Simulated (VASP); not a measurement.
SiO2 (space group P4_2/mnm): computed properties

Computed with PBEsol GGA, VASP's PBE PAW potentials (set 64) (plane waves; VASP).

For SiO2, the space group is P4_2/mnm (136). The cell is a = 4.195 Å, b = 4.195 Å, c = 2.683 Å, α = 90.00°, β = 90.00°, γ = 90.00°. The volume per atom comes out as 7.87 Å^3/atom and the band gap (over mesh and band path) is 5.31 eV. The smallest direct gap (over mesh and band path) comes out as 5.31 eV and the band-edge character is direct, Γ to Γ. The density is 4.23 g/cm³ and the mean ε∞ (DFPT) is 3.47. The mean ε∞ (independent particles) is 3.54.

```cif
data_O4Si2
_chemical_formula_sum 'Si2 O4'
_space_group_name_H-M_alt 'P42/mnm'
_space_group_IT_number 136
_space_group_name_Hall '-P 4n 2n'
_cell_length_a 4.19545
_cell_length_b 4.19545
_cell_length_c 2.68309
_cell_angle_alpha 90.000
_cell_angle_beta 90.000
_cell_angle_gamma 90.000
loop_
_atom_site_label
_atom_site_type_symbol
_atom_site_symmetry_multiplicity
_atom_site_Wyckoff_symbol
_atom_site_fract_x
_atom_site_fract_y
_atom_site_fract_z
_atom_site_occupancy
Si1 Si 2 a 0.00000 0.00000 0.00000 1
O1 O 4 f 0.30592 0.30592 0.00000 1
```

The structure comes from a computed database's SiO2 entry (P4_2/mnm); how it stands against other phases isn't given here. It was relaxed first. Symmetry was kept, so distortions that lower it aren't found.
